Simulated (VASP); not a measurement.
Here is the system:

```xyz
4
Lattice="3.2910 0.0000 0.0000 -1.6455 2.8501 0.0000 0.0000 0.0000 4.1293" Properties=species:S:1:pos:R:3 pbc="T T T"
Al     0.0000     1.9001     1.0323
Al     1.6455     0.9500     3.0970
N      1.6455     0.9500     1.0323
N      0.0000     1.9001     3.0970
```

Level of theory: r2SCAN meta-GGA, VASP's PBE PAW potentials (set 64) (plane waves; VASP). Run with 520 eV cut-off, 9×9×6 Γ-centred mesh, tetrahedra with Blöchl corrections, potentials Al N.

Task: Give the energies of bands 3 to 11 at the high-symmetry points, in eV from the valence-band maximum.

Result: 
```csv
band,Γ,M,K,A,L,H
3,-7.19,-6.67,-6.99,-3.87,-7.51,-7.09
4,-3.49,-4.97,-4.59,-3.87,-7.51,-7.09
5,-3.49,-4.74,-4.59,-2.64,-3.41,-5.34
6,-1.71,-4.36,-3.96,-2.64,-3.41,-5.34
7,-1.71,-3.02,-3.96,-2.64,-1.82,-0.86
8,0.00,-1.48,-2.57,-2.64,-1.82,-0.86
9,4.08,4.63,5.81,6.51,5.84,7.64
10,5.42,7.98,6.83,6.51,5.84,7.64
11,9.17,8.19,10.05,9.29,10.47,9.12
```

The gap is direct, 4.09 eV, from the valence maximum at Γ to the conduction minimum at Γ.

The structure was generated: AlN was put into the layered h-BN type type (P6_3/mmc), which need not be its known phase. It was relaxed first, which changed the volume by -48 %.
